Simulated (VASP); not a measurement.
# FSiH3 in VASP: settings compared

One molecule, FSiH3, is run at these levels: PBE, PBE+TS; tasks: single point, relaxation of the atoms, atomic charges.

All numbers are computed with VASP 6.6.1; they aren't measurements. Logs are shortened: lines on timing, memory, paths and dates and some standing lists are left out, and cuts for length are marked.

## Step 1: The structure

The cell holds a molecule in a box, 5 atoms: a = 12.000 Å, b = 12.000 Å, c = 12.000 Å, α = 90.00°, β = 90.00°, γ = 90.00°.

## Step 2: Single point, PBE (atoms moved at random, drawn with an rms of 0.05 Å)

File INCAR:

```
SYSTEM = SiH3F
PREC = Accurate ; ENCUT = 520
EDIFF = 1E-6 ; ISMEAR = 0
SIGMA = 0.01 ; LREAL = .FALSE.
LASPH = .TRUE. ; NELM = 60
ALGO = Fast ; ISIF = 2
LWAVE = .FALSE. ; LCHARG = .FALSE.
GGA = PE
```

File KPOINTS:

```
Automatic mesh
0
G
  1 1 1
  0 0 0
```

File POSCAR:

```
SiH3F
1.0
   12.0000000000      0.0000000000      0.0000000000
    0.0000000000     12.0000000000      0.0000000000
    0.0000000000      0.0000000000     12.0000000000
F Si H
1 1 3
Direct
    0.4166670000      0.5153090000      0.5983490000
    0.5182730000      0.4993820000      0.5211030000
    0.4832670000      0.4892890000      0.4090490000
    0.5813350000      0.3986910000      0.5620500000
    0.5872940000      0.6031090000      0.5369890000
```

Potentials or basis: VASP PAW PBE potentials, release 64 (F, Si, H).

Run with:

```bash
$ cat potpaw_PBE.64/F/POTCAR potpaw_PBE.64/Si/POTCAR potpaw_PBE.64/H/POTCAR > POTCAR
$ mpirun -np 1 vasp_gam > vasp.out
```

OUTCAR:

```text
SYSTEM = SiH3F
   PREC = Accurate
   ENCUT = 520
   EDIFF = 1E-6
   ISMEAR = 0
   LREAL = .FALSE.
   LASPH = .TRUE.
   NELM = 60
   ISIF = 2
   GGA = PE

 ion  position               nearest neighbor table
   1  0.417  0.515  0.598-   2 1.54
   2  0.518  0.499  0.521-   3 1.41   5 1.51   4 1.51   1 1.54
   3  0.483  0.489  0.409-   2 1.41
   4  0.581  0.399  0.562-   2 1.51
   5  0.587  0.603  0.537-   2 1.51

  LATTYP: Found a simple cubic cell.
 ALAT       =    12.0000000000

  Lattice vectors:

 A1 = (  12.0000000000,   0.0000000000,   0.0000000000)
 A2 = (   0.0000000000,  12.0000000000,   0.0000000000)
 A3 = (   0.0000000000,   0.0000000000,  12.0000000000)

Analysis of symmetry for initial positions (statically):
=====================================================================
 Subroutine PRICEL returns:
 Original cell was already a primitive cell.

 Routine SETGRP: Setting up the symmetry group for a
 simple cubic supercell.

 Subroutine GETGRP returns: Found  1 space group operations
 (whereof  1 operations were pure point group operations)
 out of a pool of 48 trial point group operations.

The static configuration has the point symmetry C_1 .

Analysis of symmetry for dynamics (positions and initial velocities):
=====================================================================
 Subroutine PRICEL returns:
 Original cell was already a primitive cell.

 Routine SETGRP: Setting up the symmetry group for a
 simple cubic supercell.

 Subroutine GETGRP returns: Found  1 space group operations
 (whereof  1 operations were pure point group operations)
 out of a pool of 48 trial point group operations.

The dynamic configuration has the point symmetry C_1 .

 Subroutine INISYM returns: Found  1 space group operations
 (whereof  1 operations are pure point group operations),
 and found     1 'primitive' translations

----------------------------------------------------------------------------------------

                                     Primitive cell

  volume of cell :    1728.0000

  direct lattice vectors                    reciprocal lattice vectors
    12.000000000  0.000000000  0.000000000     0.083333333  0.000000000  0.000000000
     0.000000000 12.000000000  0.000000000     0.000000000  0.083333333  0.000000000
[... 70 lines left out ...]
   NSW    =      0    number of steps for IOM
   IBRION =     -1    ionic relax: 0-MD 1-quasi-New 2-CG
   NFREE  =      0    steps in history (QN), initial steepest desc. (CG)
   ISIF   =      2    stress and relaxation
   ISYM   =      2    0-nonsym 1-usesym 2-fastsym
   POTIM  = 0.5000    time-step for ionic-motion
   TEBEG  =    0.0;   TEEND  =   0.0 temperature during run
   PSTRESS=    0.0 pullay stress
   NELECT =      14.0000    total number of electrons
   NUPDOWN=      -1.0000    fix difference up-down
   EMIN   =  10.00;   EMAX   =-10.00  energy-range for DOS
   EFERMI =   0.00;   METHOD = LEGACY
   ISMEAR =     0;   SIGMA  =   0.01  broadening in eV -4-tet -1-fermi 0-gaus
   EFERMI_NEDOS =   21; number of points for ismear=-14 and -15
   IALGO  =     68    algorithm
   IMIX   =      4    mixing-type and parameters
     AMIX     =   0.40;   BMIX     =  1.00
     AMIX_MAG =   1.60;   BMIX_MAG =  1.00
  volume/ion in A,a.u.               =     345.60      2332.22
  Fermi-wavevector in a.u.,A,eV,Ry     =   0.328803  0.621348  1.470948  0.108112
  Thomas-Fermi vector in A             =   1.222706
   LORBIT       =      0    0 simple, 1 ext, 2 COOP (PROOUT), +10 PAW based schemes
   GGA     = PE    functional components
   LHFCALC =     F    Hartree Fock is set to
   AEXX    =    0.0000 exact exchange contribution
   IVDW    =     0    specifies the selected vdW correction
   LEPSILON=     F    determine dielectric tensor
   LRPA    =     F    only Hartree local field effects (RPA)
 non-spin polarized calculation
 RMM-DIIS sequential band-by-band and
 Gauss-broadening in eV      SIGMA  =   0.01
  energy-cutoff  :      520.00
  volume of cell :     1728.00
 maximum number of plane-waves:     23293
 NGX is ok and might be reduce to    90
   NGX = 45   NGY = 45   NGZ = 45

 number of electron      13.9999995 magnetization

 Free energy of the ion-electron system (eV)
  ---------------------------------------------------
  ext. energy  EPLUGINS =         0.00000000
  ---------------------------------------------------
  free energy    TOTEN  =       -20.86816850 eV

  energy without entropy =      -20.86816850  energy(sigma->0) =      -20.86816850

 E-fermi :  -7.8031     XC(G=0):  -0.5925

 val. band max:       -7.9210361172   @ k =   0.0000   0.0000   0.0000
 cond. band min:      -0.9722971552   @ k =   0.0000   0.0000   0.0000
 fundamental gap:      6.9487389620
 Fermi energy:        -7.8030713458

 k-point     1 :       0.0000    0.0000    0.0000
  band No.  band energies     occupation
      1     -30.0132      2.00000
      2     -13.7517      2.00000
      3     -10.9947      2.00000
      4     -10.8488      2.00000
      5     -10.8343      2.00000
      6      -8.2359      2.00000
      7      -7.9210      2.00000
      8      -0.9723      0.00000
      9      -0.2992      0.00000
     10       0.3420      0.00000
     11       0.4848      0.00000

------------------------ aborting loop because EDIFF is reached ----------------------------------------

  FORCE on cell =-STRESS in cart. coord.  units (eV):
  Direction    XX          YY          ZZ          XY          YZ          ZX
  --------------------------------------------------------------------------------------
  -------------------------------------------------------------------------------------
  Total        3.0642838     -0.5910656      3.2486485     -0.2779056      0.5587314     -1.7770233
  in kB        2.8411609     -0.5480277      3.0121012     -0.2576701      0.5180479     -1.6476310
  external PRESSURE =       1.7684115 kB  Pullay stress =       0.0000000 kB

 VOLUME and BASIS-vectors are now :
 -----------------------------------------------------------------------------
  energy-cutoff  :      520.00
  volume of cell :     1728.00
      direct lattice vectors                 reciprocal lattice vectors
    12.000000000  0.000000000  0.000000000     0.083333333  0.000000000  0.000000000
     0.000000000 12.000000000  0.000000000     0.000000000  0.083333333  0.000000000
     0.000000000  0.000000000 12.000000000     0.000000000  0.000000000  0.083333333

 POSITION                                       TOTAL-FORCE (eV/Angst)
 -----------------------------------------------------------------------------------
      5.00000      6.18371      7.18019        -2.513473      0.238686      1.687747
      6.21928      5.99258      6.25324         3.055782      0.059296      0.179662
      5.79920      5.87147      4.90859        -0.449861     -0.220138     -1.453315
      6.97602      4.78429      6.74460        -0.107360      0.181033     -0.234240
      7.04753      7.23731      6.44387         0.014912     -0.258877     -0.179854
 -----------------------------------------------------------------------------------
    total drift:                               -0.000572     -0.001410     -0.000885

  FREE ENERGIE OF THE ION-ELECTRON SYSTEM (eV)
  ---------------------------------------------------
  free  energy   TOTEN  =       -20.8681684966 eV

  energy  without entropy=      -20.8681684966  energy(sigma->0) =      -20.86816850
```

It took 88 s on 1 thread of Intel Xeon 6975P-C (Granite Rapids), shared host; peak memory 1.2 GiB.

Results:

```
Free energy                     : -20.8682 eV
Largest force                   : 3.062 eV/Å
Gap between the frontier levels : 6.95 eV
```

Forces on the atoms (eV/Å):
```
F   -2.513  0.239  1.688
Si   3.056  0.059  0.180
H   -0.450 -0.220 -1.453
H   -0.107  0.181 -0.234
H    0.015 -0.259 -0.180
```

## Step 3: Relaxation of the atoms, PBE (atoms moved at random, drawn with an rms of 0.02 Å)

File INCAR:

```
SYSTEM = SiH3F
PREC = Accurate
ENCUT = 520
EDIFF = 1E-7
ISMEAR = 0
SIGMA = 0.01
LREAL = .FALSE.
LASPH = .TRUE.
NELM = 60
ALGO = Normal
ISIF = 2
LWAVE = .FALSE.
LCHARG = .FALSE.
GGA = PE
IBRION = 2
NSW = 60
EDIFFG = -0.02
```

File KPOINTS:

```
regular mesh
0
G
  1 1 1
  0 0 0
```

File POSCAR:

```
SiH3F
1.0
   12.0000000000      0.0000000000      0.0000000000
    0.0000000000     12.0000000000      0.0000000000
    0.0000000000      0.0000000000     12.0000000000
F Si H
1 1 3
Direct
    0.4108550000      0.5162690000      0.5991030000
    0.5199250000      0.5004490000      0.5240820000
    0.4868050000      0.4861190000      0.4059920000
    0.5821020000      0.4004830000      0.5643780000
    0.5913080000      0.6037580000      0.5380270000
```

Potentials or basis: VASP PAW PBE potentials, release 64 (F, Si, H).

Run with:

```bash
$ cat potpaw_PBE.64/F/POTCAR potpaw_PBE.64/Si/POTCAR potpaw_PBE.64/H/POTCAR > POTCAR
$ mpirun -np 1 vasp_gam > vasp.out
```

OUTCAR:

```text
SYSTEM = SiH3F
   PREC = Accurate
   ENCUT = 520
   EDIFF = 1E-7
   ISMEAR = 0
   LREAL = .FALSE.
   LASPH = .TRUE.
   NELM = 60
   ISIF = 2
   GGA = PE
   IBRION = 2
   NSW = 60
   EDIFFG = -0.02

 ion  position               nearest neighbor table
   1  0.411  0.516  0.599-   2 1.60
   2  0.520  0.500  0.524-   3 1.48   4 1.49   5 1.52   1 1.60
   3  0.487  0.486  0.406-   2 1.48
   4  0.582  0.400  0.564-   2 1.49
   5  0.591  0.604  0.538-   2 1.52

  LATTYP: Found a simple cubic cell.
 ALAT       =    12.0000000000

  Lattice vectors:

 A1 = (  12.0000000000,   0.0000000000,   0.0000000000)
 A2 = (   0.0000000000,  12.0000000000,   0.0000000000)
 A3 = (   0.0000000000,   0.0000000000,  12.0000000000)

Analysis of symmetry for initial positions (statically):
=====================================================================
 Subroutine PRICEL returns:
 Original cell was already a primitive cell.

 Routine SETGRP: Setting up the symmetry group for a
 simple cubic supercell.

 Subroutine GETGRP returns: Found  1 space group operations
 (whereof  1 operations were pure point group operations)
 out of a pool of 48 trial point group operations.

The static configuration has the point symmetry C_1 .

[... 151 lines left out ...]
  --------------------------------------------------------------------------------------
  -------------------------------------------------------------------------------------
  Total        0.4743245     -0.5410192      0.3600912     -0.3201838      0.0105808     -0.4994249
  in kB        0.4397870     -0.5016254      0.3338715     -0.2968699      0.0098104     -0.4630598
  external PRESSURE =       0.0906777 kB  Pullay stress =       0.0000000 kB
[... 98 lines left out ...]
  FREE ENERGIE OF THE ION-ELECTRON SYSTEM (eV)
  ---------------------------------------------------
  free  energy   TOTEN  =       -21.0521568545 eV

  energy  without entropy=      -21.0521568545  energy(sigma->0) =      -21.05215685

[... ionic steps 4 to 7 ...]

--------------------------------------- Ionic step        8  -------------------------------------------

 number of electron      13.9999989 magnetization

------------------------ aborting loop because EDIFF is reached ----------------------------------------
[... 73 lines left out ...]
--------------------------------------- Ionic step       10  -------------------------------------------

 number of electron      13.9999990 magnetization

 Free energy of the ion-electron system (eV)
  ---------------------------------------------------
  ext. energy  EPLUGINS =         0.00000000
  ---------------------------------------------------
  free energy    TOTEN  =       -21.05305051 eV

  energy without entropy =      -21.05305051  energy(sigma->0) =      -21.05305051

 E-fermi :  -8.1057     XC(G=0):  -0.5742

 val. band max:       -8.1668140674   @ k =   0.0000   0.0000   0.0000
 cond. band min:      -1.1041753368   @ k =   0.0000   0.0000   0.0000
 fundamental gap:      7.0626387306
 Fermi energy:        -8.1056813269

 k-point     1 :       0.0000    0.0000    0.0000
  band No.  band energies     occupation
      1     -29.3797      2.00000
      2     -13.6632      2.00000
      3     -10.7880      2.00000
      4     -10.3892      2.00000
      5     -10.3868      2.00000
      6      -8.1720      2.00000
      7      -8.1668      2.00000
      8      -1.1042      0.00000
      9      -0.3513      0.00000
     10       0.3290      0.00000
     11       0.3950      0.00000
[... 30 lines left out ...]
  FREE ENERGIE OF THE ION-ELECTRON SYSTEM (eV)
  ---------------------------------------------------
  free  energy   TOTEN  =       -21.0530505084 eV

  energy  without entropy=      -21.0530505084  energy(sigma->0) =      -21.05305051

 reached required accuracy - stopping structural energy minimisation
```

CONTCAR:

```text
SiH3F
   1.00000000000000
    12.0000000000000000    0.0000000000000000    0.0000000000000000
     0.0000000000000000   12.0000000000000000    0.0000000000000000
     0.0000000000000000    0.0000000000000000   12.0000000000000000
  F               Si              H
     1     1     3
Direct
     0.4100150291487661    0.5161421677155749    0.5993493528292135
     0.5214253405254373    0.5010057646710210    0.5241608961504824
     0.4866496276752383    0.4864417138584347    0.4059962645067576
     0.5820494231019263    0.4006232026898829    0.5644979254136848
     0.5908555795486239    0.6028651510650938    0.5375775610998562

  0.00000000E+00  0.00000000E+00  0.00000000E+00
  0.00000000E+00  0.00000000E+00  0.00000000E+00
  0.00000000E+00  0.00000000E+00  0.00000000E+00
  0.00000000E+00  0.00000000E+00  0.00000000E+00
  0.00000000E+00  0.00000000E+00  0.00000000E+00
```

Wall time 9.9 min (1 thread of Intel Xeon 6975P-C (Granite Rapids), shared host); peak memory 1.4 GiB.

What came out:

| Item | Value |
| --- | --- |
| Free energy | -21.0531 eV |
| Energy gained by relaxing | 3.2 meV/atom |
| Ionic steps | 10 |
| Largest force after relaxing | 0.014 eV/Å |
| Gap between the frontier levels | 7.06 eV |

Forces in eV/Å, atoms in the order of the input:
```
F   -0.001 -0.006 -0.002
Si  -0.014 -0.002  0.002
H   -0.002  0.006 -0.006
H    0.006 -0.005  0.009
H    0.011  0.007 -0.004
```

Step by step:
| step | energy change (eV) | largest force (eV/Å) | pressure (GPa) |
| --- | --- | --- | --- |
| 1 | 0.0000 | 1.0339 | 0.01 |
| 2 | 0.0299 | 1.6753 | -0.05 |
| 3 | -0.0149 | 0.1856 | -0.02 |
| 4 | -0.0151 | 0.1942 | -0.01 |
| 5 | -0.0156 | 0.0428 | -0.01 |
| 6 | -0.0157 | 0.0214 | -0.01 |
| 7 | -0.0157 | 0.0335 | -0.01 |
| 8 | -0.0158 | 0.0272 | -0.01 |
| 9 | -0.0158 | 0.0248 | -0.01 |
| 10 | -0.0158 | 0.0141 | -0.01 |

Final structure:
```
CELL_PARAMETERS angstrom
12.00000 0.00000 0.00000
0.00000 12.00000 0.00000
0.00000 0.00000 12.00000
ATOMIC_POSITIONS crystal
F 0.41002 0.51614 0.59935
Si 0.52143 0.50101 0.52416
H 0.48665 0.48644 0.40600
H 0.58205 0.40062 0.56450
H 0.59086 0.60287 0.53758
```

## Step 4: Atomic charges, PBE+TS

File INCAR:

```
SYSTEM = SiH3F
PREC     = Accurate       ! precision mode
ENCUT    = 520            ! plane-wave cutoff, eV
EDIFF    = 1E-7           ! SCF threshold, eV
ISMEAR   = 0              ! smearing method
SIGMA    = 0.01           ! smearing width, eV
LREAL    = .FALSE.        ! projectors in reciprocal space
LASPH    = .TRUE.         ! aspherical terms in the spheres
NELM     = 80             ! most SCF steps
ALGO     = Fast           ! electronic algorithm
ISIF     = 2              ! what is computed and relaxed
LWAVE    = .FALSE.        ! write WAVECAR
LCHARG   = .TRUE.         ! write CHGCAR
GGA      = PE             ! functional
IVDW     = 2              ! dispersion correction
LORBIT   = 11             ! projections on sites
LELF     = .TRUE.         ! ELF
LVHAR    = .TRUE.       
LVACPOTAV= .TRUE.
```

KPOINTS is that of step 3.

File POSCAR:

```
SiH3F
1.0
   12.0000000000      0.0000000000      0.0000000000
    0.0000000000     12.0000000000      0.0000000000
    0.0000000000      0.0000000000     12.0000000000
F Si H
1 1 3
Direct
    0.4112875000      0.5163375000      0.5987375000
    0.5211125000      0.5011625000      0.5246791700
    0.4868541700      0.4867208300      0.4069291700
    0.5815541700      0.4012791700      0.5648708300
    0.5908791700      0.6022208300      0.5375208300
```

Run with:

```bash
$ cat potpaw_PBE.64/F/POTCAR potpaw_PBE.64/Si/POTCAR potpaw_PBE.64/H/POTCAR > POTCAR
$ mpirun -np 1 vasp_gam > vasp.out
```

It took 1.9 min on 1 thread of Intel Xeon 6975P-C (Granite Rapids), shared host; peak memory 1.2 GiB.

Results (log left out):

- Free energy: -21.0508 eV
- Largest force: 0.739 eV/Å
- Gap between the frontier levels: 7.10 eV
- Valence electrons inside the program's atomic spheres: F 6.14; Si 1.71; H 0.60
- Hirshfeld charges: F -0.19; Si +0.39; H -0.07 e
- Dispersion energy per atom: -0.001 eV

Forces on the atoms (eV/Å):
```
F   -0.609  0.084  0.410
Si   0.489 -0.068 -0.331
H   -0.038 -0.017 -0.139
H    0.073 -0.119  0.046
H    0.085  0.120  0.014
```

Levels at points of the mesh, in eV from the valence-band top:
```
           k point  band 5  band 6  band 7  band 8  band 9  band 10
(0.00, 0.00, 0.00)   -2.37    0.00    0.00    7.10    7.82     8.51
```

## Step 5: The runs side by side

| task | level | cell | gap on the mesh (eV) | largest force (eV/Å) |
| --- | --- | --- | --- | --- |
| single point | PBE | atoms moved at random, drawn with an rms of 0.05 Å | 6.95 | 3.06 |
| relaxation of the atoms | PBE | atoms relaxed from: atoms moved at random, drawn with an rms of 0.02 Å | 7.06 | 0.01 |
| atomic charges | PBE+TS | as given | 7.10 | 0.74 |

Alike in all rows: potentials or basis VASP PAW PBE potentials, release 64 (F, Si, H); no spin polarisation; k mesh 1 × 1 × 1; cutoff (eV) 520; smearing gaussian 0.01 eV.

Total energies depend on the potentials used, so only differences within one code and one set of settings carry meaning.
